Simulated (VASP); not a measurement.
RuTe (relaxed from the CsCl type structure, space group Pm-3m): computed properties

These are r2SCAN meta-GGA, VASP's PBE PAW potentials (set 64) (plane waves; VASP 6.6.1) values and carry that method's errors.

```json
{
 "space_group": "Pm-3m (221)",
 "cell": "a = 3.2995 Å, b = 3.2995 Å, c = 3.2995 Å, α = 90.00°, β = 90.00°, γ = 90.00°",
 "volume_per_atom": "17.96 Å^3/atom",
 "band gap (over mesh and band path)": "none (metal, semimetal or under 0.01 eV)",
 "density": "10.57 g/cm³"
}
```

```
CELL_PARAMETERS angstrom
      3.29954     0.00000     0.00000
      0.00000     3.29954     0.00000
      0.00000     0.00000     3.29954
ATOMIC_POSITIONS crystal
  Ru 0.00000 0.00000 0.00000
  Te 0.50000 0.50000 0.50000
```

Unless said otherwise, spin-orbit coupling is left out, though it shifts the bands of the heavy elements here.

The structure was generated: RuTe was put into the CsCl type type (Pm-3m), which need not be its known phase. It was relaxed first, which changed the volume by -29 %. Symmetry was kept, so distortions that lower it aren't found.
